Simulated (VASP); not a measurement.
# Bi2Ir2O7 (Fd-3m) in VASP: further runs

One crystal, Bi2Ir2O7, is run at these levels: LDA; tasks: relaxation of cell and atoms.

All numbers are computed with VASP 6.6.1; they aren't measurements. Logs are shortened: lines on timing, memory, paths and dates and some standing lists are left out, and cuts for length are marked.

## 1. The structure

It takes space group Fd-3m (No. 227, cubic). The conventional cell has a = 10.345 Å, b = 10.345 Å, c = 10.345 Å, α = 90.00°, β = 90.00°, γ = 90.00°. Bi (site symmetry -3m) is surrounded by 8 O at 2.24 to 2.52 Å. Ir (site symmetry -3m) has 6 O at 2.02 Å as nearest neighbours. O (site symmetry 2mm) has 2 Ir at 2.02 Å as nearest neighbours. O (site symmetry -43m) has 4 Bi at 2.24 Å as nearest neighbours.

The cell is a database's computed one.

## 2. Relaxation of cell and atoms, LDA

The input, INCAR:

```
PREC     = Accurate       # precision mode
ENCUT    = 600            # plane-wave cutoff, eV
EDIFF    = 1E-6           # SCF threshold, eV
ISMEAR   = 1              # smearing method
SIGMA    = 0.1            # smearing width, eV
LREAL    = F              # projectors in reciprocal space
LASPH    = T              # aspherical terms in the spheres
NELM     = 80             # most SCF steps
ALGO     = Normal         # electronic algorithm
ISIF     = 3              # what is computed and relaxed
LWAVE    = F              # write WAVECAR
LCHARG   = F              # write CHGCAR
IBRION   = 2              # ionic algorithm
NSW      = 90             # ionic steps
EDIFFG   = -0.01          # ionic threshold
KPAR     = 8
```

The input, KPOINTS:

```
regular mesh
0
Gamma
  6 6 6
```

The input, POSCAR:

```
Bi2Ir2O7
1.0
    0.0000000000      5.1724551700      5.1724551700
    5.1724551700      0.0000000000      5.1724551700
    5.1724551700      5.1724551700      0.0000000000
Bi Ir O
4 4 14
Direct
    0.1250000000      0.6250000000      0.6250000000
    0.6250000000      0.1250000000      0.6250000000
    0.6250000000      0.6250000000      0.1250000000
    0.6250000000      0.6250000000      0.6250000000
    0.6250000000      0.1250000000      0.1250000000
    0.1250000000      0.6250000000      0.1250000000
    0.1250000000      0.1250000000      0.6250000000
    0.1250000000      0.1250000000      0.1250000000
    0.2071724800      0.2071724800      0.7928275200
    0.7928275200      0.7928275200      0.2071724800
    0.2071724800      0.7928275200      0.2071724800
    0.7928275200      0.2071724800      0.7928275200
    0.7928275200      0.2071724800      0.2071724800
    0.2071724800      0.7928275200      0.7928275200
    0.0428275200      0.0428275200      0.4571724800
    0.4571724800      0.4571724800      0.0428275200
    0.0428275200      0.4571724800      0.0428275200
    0.4571724800      0.0428275200      0.4571724800
    0.4571724800      0.0428275200      0.0428275200
    0.0428275200      0.4571724800      0.4571724800
    0.7500000000      0.7500000000      0.7500000000
    0.5000000000      0.5000000000      0.5000000000
```

Potentials or basis: VASP PAW LDA potentials, release 64 (Bi_d, Ir, O).

Launch:

```bash
cat potpaw_LDA.64/Bi_d/POTCAR potpaw_LDA.64/Ir/POTCAR potpaw_LDA.64/O/POTCAR > POTCAR
mpirun -np 8 vasp_std > vasp.out
```

OUTCAR:

```text
PREC = Accurate
   ENCUT = 600
   EDIFF = 1E-6
   ISMEAR = 1
   LREAL = F
   LASPH = T
   NELM = 80
   ISIF = 3
   IBRION = 2
   NSW = 90
   EDIFFG = -0.01

 ion  position               nearest neighbor table
   1  0.125  0.625  0.625-  21 2.24  22 2.24  14 2.52  15 2.52  17 2.52  20 2.52   9 2.52  11 2.52
                             7 3.66   4 3.66   6 3.66   3 3.66   6 3.66   8 3.66   2 3.66   7 3.66
   2  0.625  0.125  0.625-  21 2.24  22 2.24  13 2.52  15 2.52  18 2.52  19 2.52   9 2.52  12 2.52
                             7 3.66   4 3.66   5 3.66   3 3.66   5 3.66   8 3.66   1 3.66   3 3.66
   3  0.625  0.625  0.125-  21 2.24  22 2.24  13 2.52  16 2.52  17 2.52  19 2.52  10 2.52  11 2.52
                             6 3.66   4 3.66   5 3.66   1 3.66   2 3.66   4 3.66   2 3.66   5 3.66
   4  0.625  0.625  0.625-  21 2.24  22 2.24  14 2.52  16 2.52  18 2.52  20 2.52  10 2.52  12 2.52
                             3 3.66   1 3.66   2 3.66   3 3.66   5 3.66   6 3.66   2 3.66   5 3.66
   5  0.625  0.125  0.125-  10 2.02  12 2.02  13 2.02  16 2.02  18 2.02  19 2.02   2 3.66   3 3.66
                             2 3.66   4 3.66   3 3.66   4 3.66
   6  0.125  0.625  0.125-  10 2.02  11 2.02  14 2.02  16 2.02  17 2.02  20 2.02   1 3.66   3 3.66
                             1 3.66   4 3.66   3 3.66   4 3.66
   7  0.125  0.125  0.625-   9 2.02  12 2.02  14 2.02  15 2.02  18 2.02  20 2.02   1 3.66   2 3.66
                             1 3.66   4 3.66   2 3.66   4 3.66
   8  0.125  0.125  0.125-   9 2.02  11 2.02  13 2.02  15 2.02  17 2.02  19 2.02   1 3.66   2 3.66
                             1 3.66   3 3.66   2 3.66   3 3.66
   9  0.207  0.207  0.793-   7 2.02   8 2.02   1 2.52   2 2.52
  10  0.793  0.793  0.207-   5 2.02   6 2.02   3 2.52   4 2.52
  11  0.207  0.793  0.207-   6 2.02   8 2.02   1 2.52   3 2.52
  12  0.793  0.207  0.793-   5 2.02   7 2.02   2 2.52   4 2.52
  13  0.793  0.207  0.207-   5 2.02   8 2.02   2 2.52   3 2.52
  14  0.207  0.793  0.793-   6 2.02   7 2.02   1 2.52   4 2.52
  15  0.043  0.043  0.457-   7 2.02   8 2.02   1 2.52   2 2.52
  16  0.457  0.457  0.043-   5 2.02   6 2.02   3 2.52   4 2.52
  17  0.043  0.457  0.043-   6 2.02   8 2.02   1 2.52   3 2.52
  18  0.457  0.043  0.457-   5 2.02   7 2.02   2 2.52   4 2.52
  19  0.457  0.043  0.043-   5 2.02   8 2.02   2 2.52   3 2.52
  20  0.043  0.457  0.457-   6 2.02   7 2.02   1 2.52   4 2.52
  21  0.750  0.750  0.750-   4 2.24   2 2.24   3 2.24   1 2.24
  22  0.500  0.500  0.500-   4 2.24   2 2.24   3 2.24   1 2.24

  LATTYP: Found a face centered cubic cell.
 ALAT       =    10.3449103400

  Lattice vectors:

 A1 = (   0.0000000000,   5.1724551700,   5.1724551700)
 A2 = (   5.1724551700,   0.0000000000,   5.1724551700)
 A3 = (   5.1724551700,   5.1724551700,   0.0000000000)

Analysis of symmetry for initial positions (statically):
=====================================================================
 Subroutine PRICEL returns:
 Original cell was already a primitive cell.

 Routine SETGRP: Setting up the symmetry group for a
 face centered cubic supercell.

 Subroutine GETGRP returns: Found 48 space group operations
 (whereof 24 operations were pure point group operations)
 out of a pool of 48 trial point group operations.

The static configuration has the point symmetry T_d .
 The point group associated with its full space group is O_h .

Analysis of symmetry for dynamics (positions and initial velocities):
=====================================================================
 Subroutine PRICEL returns:
 Original cell was already a primitive cell.

 Routine SETGRP: Setting up the symmetry group for a
 face centered cubic supercell.

 Subroutine GETGRP returns: Found 48 space group operations
 (whereof 24 operations were pure point group operations)
 out of a pool of 48 trial point group operations.

The dynamic configuration has the point symmetry T_d .
 The point group associated with its full space group is O_h .

 Subroutine INISYM returns: Found 48 space group operations
 (whereof 24 operations are pure point group operations),
 and found     1 'primitive' translations

----------------------------------------------------------------------------------------

                                     Primitive cell

  volume of cell :     276.7708

  direct lattice vectors                    reciprocal lattice vectors
     0.000000000  5.172455170  5.172455170    -0.096665893  0.096665893  0.096665893
     5.172455170  0.000000000  5.172455170     0.096665893 -0.096665893  0.096665893
     5.172455170  5.172455170  0.000000000     0.096665893  0.096665893 -0.096665893

  length of vectors
     7.314956252  7.314956252  7.314956252     0.167430239  0.167430239  0.167430239

  position of ions in fractional coordinates (direct lattice)
     0.125000000  0.625000000  0.625000000
     0.625000000  0.125000000  0.625000000
     0.625000000  0.625000000  0.125000000
     0.625000000  0.625000000  0.625000000
     0.625000000  0.125000000  0.125000000
     0.125000000  0.625000000  0.125000000
[... 14 lines left out ...]
     0.750000000  0.750000000  0.750000000
     0.500000000  0.500000000  0.500000000

  ion indices of the primitive-cell ions
   primitive index   ion index
                 1           1
                 2           2
                 3           3
                 4           4
                 5           5
                 6           6
[... 14 lines left out ...]
                21          21
                22          22

----------------------------------------------------------------------------------------

 KPOINTS: regular mesh

Automatic generation of k-mesh.
 Grid dimensions read from file:
 generate k-points for:    6    6    6

 Generating k-lattice:

  Cartesian coordinates                     Fractional coordinates (reciprocal lattice)
    -0.016110982  0.016110982  0.016110982     0.166666667  0.000000000  0.000000000
     0.016110982 -0.016110982  0.016110982     0.000000000  0.166666667  0.000000000
     0.016110982  0.016110982 -0.016110982     0.000000000  0.000000000  0.166666667

  Length of vectors
     0.027905040  0.027905040  0.027905040

  Shift w.r.t. Gamma in fractional coordinates (k-lattice)
     0.000000000  0.000000000  0.000000000

 Subroutine IBZKPT returns following result:
 ===========================================

 Found     16 irreducible k-points:

 Following reciprocal coordinates:
            Coordinates               Weight
  0.000000  0.000000  0.000000      1.000000
  0.166667  0.000000  0.000000      8.000000
  0.333333  0.000000  0.000000      8.000000
  0.500000  0.000000  0.000000      4.000000
  0.166667  0.166667  0.000000      6.000000
  0.333333  0.166667  0.000000     24.000000
[... 8 lines left out ...]
 -0.333333  0.333333  0.166667     24.000000
 -0.333333  0.500000  0.166667     12.000000
   k-points           NKPTS =     16   k-points in BZ     NKDIM =     16   number of bands    NBANDS=    108
   number of dos      NEDOS =    301   number of ions     NIONS =     22
   total plane-waves  NPLWV = 216000
   dimension x,y,z NGX =    60 NGY =   60 NGZ =   60
   dimension x,y,z NGXF=   120 NGYF=  120 NGZF=  120
   ions per type =               4   4  14
   NGX,Y,Z   is equivalent  to a cutoff of  13.64, 13.64, 13.64 a.u.
   NGXF,Y,Z  is equivalent  to a cutoff of  27.27, 27.27, 27.27 a.u.
 SYSTEM =  unknown system
   PREC   = accura    normal or accurate (medium, high low for compatibility)
   ISTART =      0    job   : 0-new  1-cont  2-samecut
   ICHARG =      2    charge: 1-file 2-atom 10-const
   ISPIN  =      1    spin polarized calculation?
   LNONCOLLINEAR =      F non collinear calculations
   LSORBIT =      F    spin-orbit coupling
   LASPH  =      T    aspherical Exc in radial PAW
   ENCUT  =  600.0 eV  44.10 Ry    6.64 a.u.  14.61 14.61 14.61*2*pi/ulx,y,z
   NELM   =     80;   NELMIN=  2; NELMDL= -5     # of ELM steps
   EDIFF  = 0.1E-05   stopping-criterion for ELM
   LREAL  =      F    real-space projection
   EDIFFG = -.1E-01   stopping-criterion for IOM
   NSW    =     90    number of steps for IOM
   IBRION =      2    ionic relax: 0-MD 1-quasi-New 2-CG
   NFREE  =      1    steps in history (QN), initial steepest desc. (CG)
   ISIF   =      3    stress and relaxation
   ISYM   =      2    0-nonsym 1-usesym 2-fastsym
   POTIM  = 0.5000    time-step for ionic-motion
   TEBEG  =    0.0;   TEEND  =   0.0 temperature during run
   PSTRESS=    0.0 pullay stress
   NELECT =     180.0000    total number of electrons
   NUPDOWN=      -1.0000    fix difference up-down
   EMIN   =  10.00;   EMAX   =-10.00  energy-range for DOS
   EFERMI =   0.00;   METHOD = LEGACY
   ISMEAR =     1;   SIGMA  =   0.10  broadening in eV -4-tet -1-fermi 0-gaus
   EFERMI_NEDOS =   21; number of points for ismear=-14 and -15
   IALGO  =     38    algorithm
   IMIX   =      4    mixing-type and parameters
     AMIX     =   0.40;   BMIX     =  1.00
     AMIX_MAG =   1.60;   BMIX_MAG =  1.00
  volume/ion in A,a.u.               =      12.58        84.90
  Fermi-wavevector in a.u.,A,eV,Ry     =   1.418379  2.680347 27.372184  2.011799
  Thomas-Fermi vector in A             =   2.539511
   LORBIT       =      0    0 simple, 1 ext, 2 COOP (PROOUT), +10 PAW based schemes
   GGA     = CA    functional components
   LHFCALC =     F    Hartree Fock is set to
   AEXX    =    0.0000 exact exchange contribution
   IVDW    =     0    specifies the selected vdW correction
   LEPSILON=     F    determine dielectric tensor
   LRPA    =     F    only Hartree local field effects (RPA)
 conjugate gradient relaxation of ions
 non-spin polarized calculation
 Methfessel and Paxton  Order N= 1 SIGMA  =   0.10
  energy-cutoff  :      600.00
  volume of cell :      276.77
 maximum number of plane-waves:      9272
 NGX is ok and might be reduce to    60
   NGX = 29   NGY = 29   NGZ = 29

--------------------------------------- Ionic step        1  -------------------------------------------

 number of electron     179.9999974 magnetization

 Free energy of the ion-electron system (eV)
  ---------------------------------------------------
  ext. energy  EPLUGINS =         0.00000000
  ---------------------------------------------------
  free energy    TOTEN  =      -163.47011415 eV

  energy without entropy =     -163.47157404  energy(sigma->0) =     -163.47060078

------------------------ aborting loop because EDIFF is reached ----------------------------------------

  FORCE on cell =-STRESS in cart. coord.  units (eV):
  Direction    XX          YY          ZZ          XY          YZ          ZX
  --------------------------------------------------------------------------------------
  -------------------------------------------------------------------------------------
  Total      -11.8317245    -11.8317245    -11.8317245      0.0000000      0.0000000      0.0000000
  in kB      -68.4917763    -68.4917763    -68.4917763      0.0000000      0.0000000      0.0000000
  external PRESSURE =     -68.4917763 kB  Pullay stress =       0.0000000 kB
[... 265 lines left out ...]
  energy  without entropy=     -163.6657390954  energy(sigma->0) =     -163.66515697

--------------------------------------- Ionic step        6  -------------------------------------------

 number of electron     179.9999996 magnetization

 Free energy of the ion-electron system (eV)
  ---------------------------------------------------
  ext. energy  EPLUGINS =         0.00000000
  ---------------------------------------------------
  free energy    TOTEN  =      -163.66516154 eV

  energy without entropy =     -163.66610573  energy(sigma->0) =     -163.66547627

 E-fermi :   7.4939     XC(G=0): -12.1404

 val. band max:        7.4729044437   @ k =   0.5000   0.0000   0.0000
 cond. band min:       7.4987883818   @ k =   0.5000   0.5000   0.0000
 fundamental gap:      0.0258839381
 Fermi energy:         7.4939424750

 k-point     1 :       0.0000    0.0000    0.0000
  band No.  band energies     occupation
      1     -16.4434      2.00000
      2     -15.7897      2.00000
      3     -15.7897      2.00000
      4     -15.7897      2.00000
      5     -15.7896      2.00000
      6     -15.7896      2.00000
[... 1669 lines left out ...]
    101      11.2506      0.00000
    102      11.2506      0.00000
 [bands above 102 left out]

------------------------ aborting loop because EDIFF is reached ----------------------------------------

  FORCE on cell =-STRESS in cart. coord.  units (eV):
  Direction    XX          YY          ZZ          XY          YZ          ZX
  --------------------------------------------------------------------------------------
  -------------------------------------------------------------------------------------
  Total        0.0827759      0.0827759      0.0827759     -0.0000000      0.0000000      0.0000000
  in kB        0.4939818      0.4939818      0.4939818     -0.0000000      0.0000000      0.0000000
  external PRESSURE =       0.4939818 kB  Pullay stress =       0.0000000 kB
[... 37 lines left out ...]
  FREE ENERGIE OF THE ION-ELECTRON SYSTEM (eV)
  ---------------------------------------------------
  free  energy   TOTEN  =      -163.6651615414 eV

  energy  without entropy=     -163.6661057282  energy(sigma->0) =     -163.66547627

 reached required accuracy - stopping structural energy minimisation
```

It took 10 min on 8 MPI ranks of Intel Xeon 6975P-C (Granite Rapids), shared host; peak memory 0.7 GiB.

What came out:

```yaml
Free_energy: -163.6652 eV
Relaxed_volume: 12.20 Å³/atom
Relaxed_cell: a = 7.241 Å, b = 7.241 Å, c = 7.241 Å, α = 60.00°, β = 60.00°, γ = 60.00°
Space_group_after_relaxing_to_0.05_Å: Fd-3m (No. 227)
Energy_gained_by_relaxing: 8.9 meV/atom
Ionic_steps: 6
Pressure_after_relaxing: 0.0 GPa
Largest_force_after_relaxing: 0.004 eV/Å
Band_gap_on_the_k_mesh: none (metal or under the smearing width)
```

Forces in eV/Å, atoms in the order of the input:
```
Bi   0.000  0.000  0.000
Bi   0.000  0.000  0.000
Bi   0.000  0.000  0.000
Bi   0.000  0.000  0.000
Ir   0.000  0.000  0.000
Ir   0.000  0.000  0.000
Ir   0.000  0.000  0.000
Ir   0.000  0.000  0.000
O    0.000  0.000 -0.004
O    0.000  0.000  0.004
O    0.000 -0.004  0.000
O    0.000  0.004  0.000
O   -0.004  0.000  0.000
O    0.004  0.000  0.000
O    0.000  0.000  0.004
O    0.000  0.000 -0.004
O    0.000  0.004  0.000
O    0.000 -0.004  0.000
O    0.004  0.000  0.000
O   -0.004  0.000  0.000
O    0.000  0.000  0.000
O    0.000  0.000  0.000
```

Step by step:
```
step  energy change (eV)  largest force (eV/Å)  pressure (GPa)  volume (Å³)
   1              0.0000                0.2653           -6.85       276.77
   2              0.3033                0.3451           12.90       255.78
   3             -0.1937                0.0530           -0.06       268.43
   4             -0.1938                0.0485            0.09       268.26
   5             -0.1948                0.0224            0.07       268.38
   6             -0.1950                0.0042            0.05       268.47
```

Final structure:
```xyz
22
Lattice="0.0000 5.1203 5.1203 5.1203 0.0000 5.1203 5.1203 5.1203 0.0000" Properties=species:S:1:pos:R:3 pbc="T T T"
Bi    6.4003    3.8402    3.8402
Bi    3.8402    6.4003    3.8402
Bi    3.8402    3.8402    6.4003
Bi    6.4003    6.4003    6.4003
Ir    1.2801    3.8402    3.8402
Ir    3.8402    1.2801    3.8402
Ir    3.8402    3.8402    1.2801
Ir    1.2801    1.2801    1.2801
O     5.1203    5.1203    2.1130
O     5.1203    5.1203    8.1275
O     5.1203    2.1130    5.1203
O     5.1203    8.1275    5.1203
O     2.1130    5.1203    5.1203
O     8.1275    5.1203    5.1203
O     2.5601    2.5601    0.4471
O     2.5601    2.5601    4.6731
O     2.5601    0.4471    2.5601
O     2.5601    4.6731    2.5601
O     0.4471    2.5601    2.5601
O     4.6731    2.5601    2.5601
O     7.6804    7.6804    7.6804
O     5.1203    5.1203    5.1203
```

Levels at points of the mesh, in eV from the Fermi level:
```csv
k point,band 86,band 87,band 88,band 89,band 90,band 91,band 92,band 93,band 94,band 95
"(0.00, 0.00, 0.00)",-0.73,-0.73,-0.73,-0.30,0.85,0.85,0.85,1.69,2.34,2.34
"(0.50, 0.00, 0.00)",-1.14,-0.68,-0.68,-0.13,-0.02,-0.02,0.48,1.65,2.21,2.21
"(0.50, 0.50, 0.00)",-1.05,-0.58,-0.58,-0.04,-0.04,0.00,0.00,1.61,1.61,2.73
```

Caveat: spin-orbit coupling is left out, which moves the levels of the heavy elements.

[end of part 1 of 2]
